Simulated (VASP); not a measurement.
Method: TPSS meta-GGA, VASP's PBE PAW potentials (set 64) (plane waves; VASP 6.6.1).

Input for VASP

**KPOINTS**
```
Automatic mesh
0
Gamma
13 13 7
0 0 0
```

KPOINTS_OPT:
```
k-points along high-symmetry lines
6
Line-mode
Reciprocal
  0.000000   0.000000   0.000000 ! GAMMA
  0.000000   0.500000   0.000000 ! M

  0.000000   0.500000   0.000000 ! M
 -0.333333   0.666667   0.000000 ! K

 -0.333333   0.666667   0.000000 ! K
  0.000000   0.000000   0.000000 ! GAMMA

  0.000000   0.000000   0.000000 ! GAMMA
  0.000000   0.000000   0.500000 ! A

  0.000000   0.000000   0.500000 ! A
  0.000000   0.500000   0.500000 ! L

  0.000000   0.500000   0.500000 ! L
 -0.333333   0.666667   0.500000 ! H

 -0.333333   0.666667   0.500000 ! H
  0.000000   0.000000   0.500000 ! A

  0.000000   0.500000   0.500000 ! L
  0.000000   0.500000   0.000000 ! M

 -0.333333   0.666667   0.500000 ! H
 -0.333333   0.666667   0.000000 ! K
```

### POSCAR
```
Gd
3.6189310
  0.5000000090  -0.8660253603   0.0000000000
  0.5000000090   0.8660253603   0.0000000000
  0.0000000000   0.0000000000   1.5653766121
Gd
2
direct
  0.3333330000   0.6666670000   0.2500000000
  0.6666670000   0.3333330000   0.7500000000
```

### INCAR
```
# general
SYSTEM  = Gd
PREC    = Accurate
ENCUT   = 520
LREAL   = .FALSE.
LASPH   = .TRUE.

# electronic loop
EDIFF   = 1E-7
NELM    = 100
ALGO    = Normal
LMAXMIX = 6
LMIXTAU = .TRUE.

# smearing
ISMEAR  = -5

# functional
METAGGA = TPSS

# ions
ISIF    = 2

# output
LWAVE   = .FALSE.
LCHARG  = .FALSE.
LORBIT  = 11
NEDOS   = 601
```

POTCAR, in this order: Gd_3 (PBE.64 set). Program: vasp_std.

Output

### OSZICAR
```
       N       E                     dE             d eps       ncg     rms          rms(c)
DAV:   1     0.474409160051E+02    0.47441E+02   -0.10285E+04  2184   0.146E+03
DAV:   2    -0.108891464886E+02   -0.58330E+02   -0.57146E+02  2394   0.305E+02
DAV:   3    -0.135290554965E+02   -0.26399E+01   -0.25332E+01  3123   0.382E+01
DAV:   4    -0.136056691175E+02   -0.76614E-01   -0.76342E-01  2932   0.625E+00
DAV:   5    -0.136087027386E+02   -0.30336E-02   -0.30741E-02  3415   0.945E-01    0.264E+01
DAV:   6    -0.185936274403E+02   -0.49849E+01   -0.32236E+01  2184   0.687E+02    0.141E+01
DAV:   7    -0.202478627714E+02   -0.16542E+01   -0.26294E+01  3844   0.398E+01    0.185E+00
DAV:   8    -0.179108187856E+02    0.23370E+01   -0.32653E+01  2238   0.152E+01    0.864E-01
DAV:   9    -0.181634985322E+02   -0.25268E+00   -0.13873E-01  2733   0.194E+00    0.739E-01
DAV:  10    -0.181665020931E+02   -0.30036E-02   -0.25147E-02  2597   0.412E-01    0.354E-01
DAV:  11    -0.173066129841E+02    0.85989E+00   -0.23948E+02  2184   0.587E+03    0.250E-01
DAV:  12    -0.172599564920E+02    0.46656E-01   -0.45318E-03  3707   0.173E+00    0.524E-02
DAV:  13    -0.181675103549E+02   -0.90755E+00   -0.49698E-01  2194   0.976E+00    0.413E-02
DAV:  14    -0.181676788244E+02   -0.16847E-03   -0.20842E-04  2740   0.143E-01    0.361E-02
DAV:  15    -0.181677021154E+02   -0.23291E-04   -0.29348E-06  3306   0.154E-02    0.392E-02
DAV:  16    -0.181674535724E+02    0.24854E-03   -0.23101E-04  2304   0.141E-01    0.158E-02
DAV:  17    -0.181677298357E+02   -0.27626E-03   -0.59252E-05  2334   0.968E-02    0.210E-02
DAV:  18    -0.181677367157E+02   -0.68800E-05   -0.13742E-06  2504   0.136E-02    0.155E-02
DAV:  19    -0.181677434735E+02   -0.67578E-05   -0.13154E-05  2304   0.314E-02    0.603E-03
DAV:  20    -0.181677467178E+02   -0.32443E-05   -0.23729E-06  2289   0.187E-02    0.322E-03
DAV:  21    -0.181677471429E+02   -0.42506E-06   -0.53997E-08  1402   0.302E-03    0.200E-03
DAV:  22    -0.181677472728E+02   -0.12995E-06   -0.14655E-08  1287   0.134E-03    0.140E-03
DAV:  23    -0.181677476803E+02   -0.40743E-06   -0.26242E-08  1252   0.175E-03    0.914E-04
DAV:  24    -0.181677476072E+02    0.73043E-07   -0.44566E-09  1242   0.806E-04
   1 F= -.18167748E+02 E0= -.18167748E+02  d E =0.000000E+00
       N       E                     dE             ncg
```

### OUTCAR
```
------------------------ aborting loop because EDIFF is reached ----------------------------------------
  FORCE on cell =-STRESS in cart. coord.  units (eV):
  Direction    XX          YY          ZZ          XY          YZ          ZX
  --------------------------------------------------------------------------------------
  Total       -0.1795121     -0.1795121      0.0506269      0.0000000      0.0000000      0.0000000
  in kB       -4.4762470     -4.4762464      1.2624124      0.0000000      0.0000000      0.0000000
  external PRESSURE =      -2.5633603 kB  Pullay stress =       0.0000000 kB
  volume of cell :       64.25
      direct lattice vectors                 reciprocal lattice vectors
     1.809465533 -3.134086023  0.000000000     0.276324689 -0.159536144  0.000000000
     1.809465533  3.134086023  0.000000000     0.276324689  0.159536144  0.000000000
     0.000000000  0.000000000  5.664989948     0.000000000  0.000000000  0.176522820
 POSITION                                       TOTAL-FORCE (eV/Angst)
 -----------------------------------------------------------------------------------
      1.80947      1.04470      1.41625         0.000000     -0.000000      0.000000
      1.80947     -1.04470      4.24874        -0.000000      0.000000      0.000000
 -----------------------------------------------------------------------------------
    total drift:                                0.000000      0.000114     -0.000011
  FREE ENERGIE OF THE ION-ELECTRON SYSTEM (eV)
  ---------------------------------------------------
  free  energy   TOTEN  =       -18.1677476072 eV

  energy  without entropy=      -18.1677476072  energy(sigma->0) =      -18.16774761

 total charge

# of ion       s       p       d       tot
------------------------------------------
    1        0.365   6.233   1.140   7.737
    2        0.365   6.233   1.140   7.737
--------------------------------------------------
tot          0.729  12.466   2.279  15.475
```
(Selected blocks of OUTCAR.)

The 4f electrons are frozen in the core of the lanthanide potential, so 4f levels, which can set the real gap, and their magnetism are missing. For a metal the tetrahedron method with Blöchl corrections gives inexact stress and forces.

The compound is Gd in the hcp structure. It was relaxed first.
